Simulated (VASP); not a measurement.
All values below come from PBEsol GGA, VASP's PBE PAW potentials (set 64) (plane waves; VASP 6.6.1).

VASP ran on this input.

File POSCAR:
```
Be4SSe3
10.1242450
  0.5000000060   0.0000000000   0.0000000000
  0.0000000000   0.5000000060   0.0000000000
  0.0000000000   0.0000000000   0.5000000060
Be Se S
4 3 1
Direct
  0.0071285096   0.9928714904   0.9928714904
  0.4928714904   0.5071285096   0.9928714904
  0.4928714904   0.9928714904   0.5071285096
  0.0071285096   0.5071285096   0.5071285096
  0.2500000000   0.2500000000   0.2500000000
  0.7500000000   0.7500000000   0.2500000000
  0.7500000000   0.2500000000   0.7500000000
  0.2500000000   0.7500000000   0.7500000000
```

**KPOINTS**
```
k-points along high-symmetry lines
15
Line-mode
Reciprocal
  0.000000   0.000000   0.000000 ! GAMMA
  0.000000   0.500000   0.000000 ! X

  0.000000   0.500000   0.000000 ! X
  0.500000   0.500000   0.000000 ! M

  0.500000   0.500000   0.000000 ! M
  0.000000   0.000000   0.000000 ! GAMMA

  0.000000   0.000000   0.000000 ! GAMMA
  0.500000   0.500000   0.500000 ! R

  0.500000   0.500000   0.500000 ! R
  0.000000   0.500000   0.000000 ! X

  0.500000   0.500000   0.500000 ! R
  0.500000   0.500000   0.000000 ! M
```

### INCAR
```
ALGO = Normal
EDIFF = 1E-7
ENCUT = 400
GGA = PS
ICHARG = 11
ISMEAR = 0
LASPH = T
LCHARG = F
LMAXMIX = 4
LORBIT = 11
LREAL = F
LWAVE = F
NELM = 100
PREC = Accurate
SIGMA = 0.05
SYSTEM = Be4SSe3
```

POTCAR, in this order: Be Se S (PBE.64 set). Program: vasp_std. Read from the step before: CHGCAR.

The resulting files:

OSZICAR:
```
       N       E                     dE             d eps       ncg     rms          rms(c)
DAV:   1     0.121761701248E+03    0.12176E+03   -0.11516E+04  3780   0.106E+03
DAV:   2    -0.271069924256E+02   -0.14887E+03   -0.14102E+03  5449   0.194E+02
DAV:   3    -0.372711575089E+02   -0.10164E+02   -0.10050E+02  4848   0.562E+01
DAV:   4    -0.374503174367E+02   -0.17916E+00   -0.17884E+00  4931   0.854E+00
DAV:   5    -0.374535976348E+02   -0.32802E-02   -0.32794E-02  4701   0.105E+00
DAV:   6    -0.374536936126E+02   -0.95978E-04   -0.95972E-04  4981   0.167E-01
DAV:   7    -0.374536963447E+02   -0.27321E-05   -0.27319E-05  4681   0.242E-02
DAV:   8    -0.374536964422E+02   -0.97526E-07   -0.97500E-07  4082   0.436E-03
   1 F= -.37453696E+02 E0= -.37453696E+02  d E =-.111004E-14
```

OUTCAR:
```
 val. band max:        3.5754288848   @ k =   0.0000   0.0000   0.0000

 cond. band min:       5.9605820346   @ k =   0.0000   0.0000   0.0000



 k-point     1 :       0.0000    0.0000    0.0000
  band No.  band energies     occupation
      1     -10.3056      2.00000
      2      -8.4780      2.00000
      3      -8.3339      2.00000
      4      -8.3339      2.00000
      5      -1.6125      2.00000
      6      -1.6125      2.00000
      7      -1.6125      2.00000
      8       0.6795      2.00000
      9       0.6795      2.00000
     10       0.6795      2.00000
     11       0.9589      2.00000
     12       0.9589      2.00000
     13       0.9589      2.00000
     14       3.5754      2.00000
     15       3.5754      2.00000
     16       3.5754      2.00000
     17       5.9606      0.00000
     18       5.9606      0.00000
     19       6.3384      0.00000
     20       7.7949      0.00000
     21       7.7953      0.00000

 k-point     2 :       0.0000    0.0357    0.0000
  band No.  band energies     occupation
      1     -10.3011      2.00000
      2      -8.4805      2.00000
      3      -8.3398      2.00000
      4      -8.3334      2.00000
      5      -1.6076      2.00000
      6      -1.6076      2.00000
      7      -1.5982      2.00000
      8       0.6704      2.00000
      9       0.6762      2.00000
     10       0.6762      2.00000
     11       0.9468      2.00000
     12       0.9557      2.00000
     13       0.9557      2.00000
     14       3.5460      2.00000
     15       3.5600      2.00000
     16       3.5600      2.00000
     17       5.9755      0.00000
     18       5.9906      0.00000
     19       6.3589      0.00000
     20       7.8096      0.00000
     21       7.8179      0.00000

 k-point     3 :       0.0000    0.0714    0.0000
  band No.  band energies     occupation
      1     -10.2877      2.00000
      2      -8.4895      2.00000
      3      -8.3555      2.00000
      4      -8.3317      2.00000
...
```

The density is held fixed in this step, so its total energy and stress have no physical meaning.

The structure was generated: Be4SSe3 was put into an ordered model structure (P-43m), which need not be its known phase. It was relaxed first.
